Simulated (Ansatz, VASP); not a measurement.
**In2TeS (In2STe monolayer) in two plane-wave programs**

Aim: how closely do two programs agree when they are given the same cell, functional and k mesh? The structure shown is the start of the Ansatz relaxation below; VASP solves that cell, so the two are compared at the walk's first step.

Method: plane waves, with VASP 6.6.1 beside it; single point at PBE with D3(BJ), in Ansatz 0.2.0.

### 1. The starting structure

The cell holds 4 atoms: 1 Te, 2 In and 1 S. Its edges and angles: a = 4.157 Å, b = 4.157 Å, c = 41.038 Å, α = 90.0°, β = 90.0°, γ = 120.0°. Vacuum lies along c.

Coordinates:

```cif
data_structure
_symmetry_space_group_name_H-M 'P 1'
_symmetry_Int_Tables_number 1
_cell_length_a 4.1574
_cell_length_b 4.1574
_cell_length_c 41.0382
_cell_angle_alpha 90.000
_cell_angle_beta 90.000
_cell_angle_gamma 120.000
_cell_volume 614.28
loop_
_atom_site_label
_atom_site_type_symbol
_atom_site_fract_x
_atom_site_fract_y
_atom_site_fract_z
_atom_site_occupancy
Te1 Te 0.33333 0.66667 0.43862 1
In2 In 0.00000 0.00000 0.47515 1
In3 In 0.00000 0.00000 0.54435 1
S4 S 0.33333 0.66667 0.56138 1
```

### 2. Ansatz: relaxation, PBE with D3(BJ)

Ansatz runs on its default PAW (the set named soft_2) files.

The two programs are compared at the cell with which this relaxation starts, whose forces are those of its first step.

The input, input.yaml:

```yaml
crystal:
  lattice:
    - [4.1574, 0.0, 0.0]
    - [-2.0787, 3.6004140137, 0.0]
    - [0.0, 0.0, 41.0382444636]
  atoms:
    - { symbol: Te, position: [0.3333333333, 0.6666666667, 0.4386152535] }
    - { symbol: In, position: [0.0, 0.0, 0.4751468229] }
    - { symbol: In, position: [0.0, 0.0, 0.5443505629] }
    - { symbol: S, position: [0.3333333333, 0.6666666667, 0.5613847465] }
  periodic: [true, true, false]
kpoints:
  mp_grid: { grid: [12, 12, 1] }
hamiltonian:
  xc: pbe
  dispersion: d3bj
scf:
  occupations: { method: fermi_dirac, width: 0.05 }
  convergence: { dr2_threshold: 1.0e-09 }
relax:
  f_tol: 0.004
  max_steps: 90
  cell: {}
output:
  write_potential: true
  write_density: true
  volumetric_format: npy
```

Run with:

```bash
ansatz run input.yaml --threads 2 --pin off --max-ram 3072MiB --backend cpu --events-out ev --progress --plain --runs-dir out
```

Numbers of over 12 decimals in the logs are rounded to 6 here.

What it wrote:

```text
Warning: relax.cell: scf.convergence.dr2_threshold = 1e-9 eV is looser than the 1.76874697525e-10 eV advised for a relaxation that steers and ends on the stress (1e-10 eV for each atom of the cell: 4, times the square of relax.cell.stress_2d_tol = 0.05 N/m over 15.0 Å (the atoms' height at the walk's start and 5 Å past either face), 3.325e-2 GPa, over a crystal's default 0.05). What an SCF threshold leaves in a stress goes as its square root, and in the free energy as the threshold itself, and one threshold admits the most on a small cell: [figures from the program's tests cut] Set scf.convergence.dr2_threshold to 1.76874697525e-10 eV or tighter. [rest of the remark cut]
Engine: ansatz 0.2.0, x86_64-unknown-linux-gnu
Pseudopotentials: kind: paw
Pseudopotential: Te, paw, valence charge 16, recommended cutoff 420 eV (normal), Te.paw.azcp
Pseudopotential: In, paw, valence charge 13, recommended cutoff 420 eV (normal), In.paw.azcp
Pseudopotential: S, paw, valence charge 6, recommended cutoff 420 eV (normal), S.paw.azcp
Functional definition: PBE
  parameter kappa = 0.804
  parameter beta = 0.066725
  exchange = pbe_x(kappa = kappa, mu = beta*pi^2/3)
  correlation = pbe_c(beta = beta)
Crystal: 4 atoms, lattice volume = 614.275 Å³
Basis set: ecut = 420 eV, 11843 PW (Γ), exchange–correlation on 60×60×576 points (8 copies of the dense FFT grid, shifted against one another)
Bands: 29, of which v1, the nominal top of the filled ones, is band 24 counted from 1 (23 counted from 0)
Symmetry: 6 space group operations
Space group: P3m1 (ITA 156), of the structure as read, at distance tolerance 8.5e-5 Å
k-points: 19 of 144 (time reversal used)
Non-local potential: Te, projectors of the file, l = 0: 2, l = 1: 2, l = 2: 2, l = 3: 2
Non-local potential: In, projectors of the file, l = 0: 2, l = 1: 2, l = 2: 2, l = 3: 2
Non-local potential: S, projectors of the file, l = 0: 2, l = 1: 2, l = 2: 2
PAW form: soft (Blöchl's): semilocal exchange-correlation on the pseudo side does not see the compensation charge
PAW one-centre angular grid: Te, 590 points (default); XC on 64 Gauss nodes
PAW one-centre angular grid: In, 590 points (default); XC on 64 Gauss nodes
PAW one-centre angular grid: S, 110 points (default); XC on 64 Gauss nodes
Initial density: superposition of atomic densities (neutral atoms: chi_scale 0, normalization atom), corrected by the library's trained network
Initial wavefunctions: pseudopotential atomic-orbital guess
Functional: x = pbe(κ = 0.804, μ = 0.219515), c = pbe(β = 0.066725)
SCF iter   1: F=—  HF=-19079.945108 eV  |F-HF|=—  |Δ(HF+E_count)|=         —  Δρ=7.55e-4  dr2=7.31e-3  ethr=1.77e-3  ⟨swp⟩=12.9  Hψ=3735  notcnv=0
preconditioner: auto → Resta (q_TF=auto, 1.784 Å⁻¹)  ε∞=1.5  [insulator: Δε(μ)=0.616 eV  Ē_g=13.272 eV  σ=0.050 eV  W_gap=1.00  n_scr=52 (ndim 8)  ℏωp=9.2 eV  f_vac=0.777  D(μ)=0.00/eV (n_scr^D=0)  ε∞_Penn≈1.5  vacuum switching on, ρ_ref=1.3e-2 e/Å³]
SCF iter   2: F=—  HF=-19079.947809 eV  |F-HF|=—  |Δ(HF+E_count)|=   2.70e-3  Δρ=5.59e-4  dr2=1.96e-2  ethr=1.52e-5  ⟨swp⟩=4.3  Hψ=1763  notcnv=0  defer=7
SCF iter   3: F=—  HF=-19079.947971 eV  |F-HF|=—  |Δ(HF+E_count)|=   1.62e-4  Δρ=3.85e-4  dr2=1.63e-2  ethr=1.52e-5  ⟨swp⟩=3.4  Hψ=904  notcnv=0  defer=7
SCF iter   4: F=—  HF=-19079.947332 eV  |F-HF|=—  |Δ(HF+E_count)|=   6.40e-4  Δρ=1.68e-4  dr2=1.97e-3  ethr=1.52e-5  ⟨swp⟩=1.7  Hψ=634  notcnv=0  defer=7
SCF iter   5: F=—  HF=-19079.947547 eV  |F-HF|=—  |Δ(HF+E_count)|=   2.15e-4  Δρ=5.52e-5  dr2=8.06e-5  ethr=4.10e-6  ⟨swp⟩=2.3  Hψ=803  notcnv=0  defer=7
SCF iter   6: F=—  HF=-19079.947529 eV  |F-HF|=—  |Δ(HF+E_count)|=   1.83e-5  Δρ=2.90e-5  dr2=7.65e-6  ethr=1.68e-7  ⟨swp⟩=3.0  Hψ=1047  notcnv=0  defer=7
SCF iter   7: F=—  HF=-19079.947527 eV  |F-HF|=—  |Δ(HF+E_count)|=   1.65e-6  Δρ=1.40e-5  dr2=1.97e-6  ethr=1.59e-8  ⟨swp⟩=2.9  Hψ=1154  notcnv=0  defer=7
SCF iter   8: F=—  HF=-19079.947452 eV  |F-HF|=—  |Δ(HF+E_count)|=   7.46e-5  Δρ=4.52e-6  dr2=1.24e-7  ethr=4.09e-9  ⟨swp⟩=2.8  Hψ=1084  notcnv=0  defer=7
SCF iter   9: F=—  HF=-19079.947453 eV  |F-HF|=—  |Δ(HF+E_count)|=   9.26e-8  Δρ=1.37e-6  dr2=1.32e-8  ethr=2.58e-10  ⟨swp⟩=2.9  Hψ=1122  notcnv=0  defer=7
SCF iter  10: F=-19079.947453 eV  HF=-19079.947453 eV  |F-HF|=1.73e-9  |Δ(HF+E_count)|=   8.25e-9  Δρ=3.09e-7  dr2=5.60e-10  ethr=2.08e-12  ⟨swp⟩=9.4  Hψ=4704  notcnv=0
SCF 1 converged in 10 iterations: F = -19079.947453 eV  dr2 = 5.60e-10
[...]
SCF iter   5: F=—  HF=-19080.170731 eV  |F-HF|=—  |Δ(HF+E_count)|=   3.48e-8  Δρ=2.17e-6  dr2=7.82e-8  ethr=8.59e-10  ⟨swp⟩=3.5  Hψ=1003  notcnv=0
SCF iter   6: F=—  HF=-19080.170731 eV  |F-HF|=—  |Δ(HF+E_count)|=   6.86e-9  Δρ=8.02e-7  dr2=3.46e-9  ethr=1.63e-10  ⟨swp⟩=2.9  Hψ=943  notcnv=0
SCF iter   7: F=-19080.170731 eV  HF=-19080.170731 eV  |F-HF|=5.82e-11  |Δ(HF+E_count)|=   1.79e-9  Δρ=2.17e-7  dr2=3.55e-10  ethr=2.08e-12  ⟨swp⟩=11.4  Hψ=4277  notcnv=0
SCF 6 converged in 7 iterations: F = -19080.170731 eV  dr2 = 3.55e-10
relax step   6: F+E_penalty+E_count = -19080.17073064 eV  Δ(F+E_penalty+E_count) = -4.684e-5 eV  max|allowed force component| = 5.890e-4 eV/Å  Δτ_max = 0.0022 Å  P = -0.001 N/m  Ω = 597.077 Å³  energy of the carried Pulay correction = +6.991e-4 eV  fix = [c, alpha, beta]  reactions: c -0.000 N/m  (7 SCF iters, accepted)
Initial wavefunctions: pseudopotential atomic-orbital guess (no wavefunctions were taken with the density)
iter 1 solved again at ethr=1.04e-6 eV; its pass at ethr=3.10e-3 eV (dr2=5.00e-4 eV) is discarded
SCF iter   1: F=—  HF=-19080.170045 eV  |F-HF|=—  |Δ(HF+E_count)|=         —  Δρ=1.88e-5  dr2=4.10e-7  ethr=1.04e-6  ⟨swp⟩=5.4  Hψ=6024  notcnv=0
eigensolver tolerance schedule: the retry pair's looser diagonalisation over-reported the residual by 1218.43 of it (diagonalisation noise at 0.69 of the residual, at the tolerance the schedule requests for it); recorded, not acted on — ethr = c·dr2/N_el stays at c = 1.0e-1
preconditioner: auto → Resta (q_TF=auto, 1.792 Å⁻¹)  ε∞=1.5  [insulator: Δε(μ)=0.859 eV  Ē_g=13.172 eV  σ=0.050 eV  W_gap=1.00  n_scr=40 (ndim 8)  ℏωp=9.4 eV  f_vac=0.772  D(μ)=0.00/eV (n_scr^D=0)  ε∞_Penn≈1.5  vacuum switching on, ρ_ref=1.3e-2 e/Å³]
SCF iter   2: F=—  HF=-19080.170062 eV  |F-HF|=—  |Δ(HF+E_count)|=   1.71e-5  Δρ=8.79e-6  dr2=2.41e-7  ethr=8.54e-10  ⟨swp⟩=3.9  Hψ=1540  notcnv=0
SCF iter   3: F=—  HF=-19080.170063 eV  |F-HF|=—  |Δ(HF+E_count)|=   1.97e-7  Δρ=5.01e-6  dr2=1.42e-6  ethr=5.02e-10  ⟨swp⟩=3.6  Hψ=1154  notcnv=0  recentre
SCF iter   4: F=—  HF=-19080.170062 eV  |F-HF|=—  |Δ(HF+E_count)|=   1.13e-7  Δρ=2.30e-6  dr2=5.18e-8  ethr=5.02e-10  ⟨swp⟩=2.7  Hψ=841  notcnv=0
SCF iter   5: F=—  HF=-19080.170062 eV  |F-HF|=—  |Δ(HF+E_count)|=   3.85e-9  Δρ=7.46e-7  dr2=4.24e-9  ethr=1.08e-10  ⟨swp⟩=3.0  Hψ=1001  notcnv=0
SCF iter   6: F=-19080.170062 eV  HF=-19080.170062 eV  |F-HF|=8.73e-11  |Δ(HF+E_count)|=  2.33e-10  Δρ=2.41e-7  dr2=1.91e-10  ethr=2.08e-12  ⟨swp⟩=12.8  Hψ=4796  notcnv=0
SCF 7 converged in 6 iterations: F = -19080.170062 eV  dr2 = 1.91e-10
relax step   7: F+E_penalty+E_count = -19080.17006248 eV  Δ(F+E_penalty+E_count) = +6.682e-4 eV  max|allowed force component| = 5.244e-4 eV/Å  Δτ_max = 0.0000 Å  P = -0.002 N/m  Ω = 597.077 Å³  fix = [c, alpha, beta]  reactions: c -0.000 N/m  stress off target by 2.41e-3 N/m on what of the cell is left free  SCF on the basis re-selected at this cell (its energy is not comparable with the rows above)  (6 SCF iters)
basis re-selected at this cell: Δ(F+E_penalty+E_count) = +6.682e-4 eV, ΔP = -0.001 N/m vs the last step (what re-selecting the basis moved, of the pressure what is left beyond the Pulay correction that the steps carried, after the strain that the cell walked since its last selection, with what the two solves' SCF thresholds leave and, on support functions, any second-order correction that the steps lacked; it is no m [...]
WARN: The output density's exchange-correlation potential varies sharply where the density is thin. Do not read a vacuum level from v_tot or v_xc, or from such a field of the output density. On a cell that repeats whose density bears no net charge and no dipole along the vacuum's axis use v_es (v_loc + v_h of the components); under efield.dipole_correction with no amplitude use v_es + v_field, which holds any externa [...]
SCF converged after 6 iterations
Free energy (F): -19080.170062 eV
Harris-Foulkes:  -19080.170062 eV  (|F-HF|=8.73e-11)
Internal energy: -19080.170058 eV  (E = F + TS)
E sigma→0 (E₀):  -19080.170060 eV
Entropy (-TS):   -0.000004 eV (-0.001 meV/atom)
Fermi energy:    -4.875978 eV
--- Per-component energies (eV) ---
  E_band       = -988.938743
  E_kinetic    = 771.391420
  E_local      = -116431.859566  (includes V_loc(G=0)·N_el)
  E_nonlocal   = 452.882124
  E_hartree    = 57799.747639
  E_xc         = -650.804709
  E_vxc        = -388.467599  (∫ρ·V_xc dr)
  E_paw        = -13572.931288  (= ΣΔE_a)
  E_vpaw       = -992.381070  (= ΣTr[D̂ρ^β])
  E_aug_tail   = -0.000122  (compensation charges beyond the density's cutoff)
  E_ewald      = 52552.307288
  E_disp       = -0.902845  (pairwise vdW)
  E_smearing   = -0.000004  (= −TS)
  E_closure    = -0.000000  (closes the sum)
  Σ components = -19080.170062   (vs F -19080.170062, Δ=0.00e0)
--- Forces (eV/Å), atoms counted from 1 ---
  atom   1  Te     0.00000000     0.00000000    -0.00000337
  atom   2  In     0.00000000     0.00000000    -0.00052467
  atom   3  In    -0.00000000    -0.00000000     0.00015928
  atom   4  S      0.00000000     0.00000000     0.00036772
  max |Σ_I F_I| component: 1.04e-6 eV/Å
--- 2D stress c σ (N/m, compression-positive) ---
       -0.002412      -0.000000      -0.000000
       -0.000000      -0.002412      -0.000000
       -0.000000      -0.000000      -0.000000
  P = ½ c Tr σ = -0.0024 N/m
--- Band table (eV; the first three rows and the last of 19) ---
  k-point 0: bands = [... 20 lower, -7.1139, -6.0032, -5.3295, -5.3295, -4.4703, -2.5515, -1.1496, -1.1496, ... 1 higher]
  k-point 1: bands = [... 20 lower, -7.1797, -5.9772, -5.8289, -5.4422, -4.1661, -2.1930, -1.4823, -1.0622, ... 1 higher]
  k-point 2: bands = [... 20 lower, -7.3502, -6.8009, -5.8923, -5.7185, -3.6513, -2.3954, -1.3985, -0.8846, ... 1 higher]
  k-point 18: bands = [... 20 lower, -8.3997, -7.5770, -6.9756, -6.9668, -3.3892, -2.9940, -1.7517, -0.9069, ... 1 higher]
  the weakly bound empty levels are not read free of the cell's end (no_gap_told)
--- Relaxed structure (6 steps of the walk, 6 accepted, 1 SCFs on fresh bases) ---
  F+E_penalty+E_count = -19080.17006248 eV   max|allowed force component| = 5.244e-4 eV/Å   (the final SCF, on the basis selected at the relaxed cell)
  cell:  # Å, volume = 597.0768 Å³
    - [4.098788, -2.1690964135020763e-18, 0]
    - [-2.049394, 3.549654, 0]
    - [0, 0, 41.0382444636]
  atoms:
    - { symbol: Te, position: [0.333333, 0.666667, 0.436594] }
    - { symbol: In, position: [-5.531109001800584e-19, -3.700743415524894e-17, 0.473633] }
    - { symbol: In, position: [-9.63741927645929e-19, -3.700743415524895e-17, 0.541712] }
    - { symbol: S, position: [0.333333, 0.666667, 0.567558] }
```

In the SCF lines HF is the Harris–Foulkes energy and dr2 the Hartree energy of the density residual, in eV; the loop may stop once dr2 is under the threshold and the program's other checks hold. Hψ counts applications of the Hamiltonian.

[end of part 1 of 2]

[Lines on the potential files, build, host, timing and source positions are cut from VASP's logs without a mark.]

[Logs are printed without paths, hosts, clocks, repeated set-up lines and the standing remarks that a program may print on its own settings, such as how far it seeks lower states.]

[Hosts, paths, dates, database ids (printed as entryN), source tags and the programs' standing remarks are cut or masked in the printed files.]
